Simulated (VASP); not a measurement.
Energy against volume of RuAl (CsCl type). Calculation: PBE GGA with D4 dispersion, VASP's PBE PAW potentials (set 64) (plane waves; VASP). Numerical set-up: 520 eV cut-off, 12×12×12 Γ-centred mesh, first-order Methfessel-Paxton smearing of 0.10 eV, potentials Al Ru_pv.

```tsv
V (Å³/atom)	E (eV/atom)
12.810	-7.59846
13.206	-7.60674
13.602	-7.59884
13.998	-7.57720
```

### Question
Fit these four points and predict the energy of the run at 12.413 Å³/atom.

### Answer
A cubic in V^(−2/3), the third-order Birch-Murnaghan form, passes through the four points with V0 = 13.20 Å³/atom and B0 = 218 GPa, and gives -7.5711 eV/atom there. The run gave -7.5711 eV/atom, -0.1 meV/atom from the fit; all five points give B0 = 218 GPa.

The compound is RuAl in the CsCl type structure. It was relaxed first.
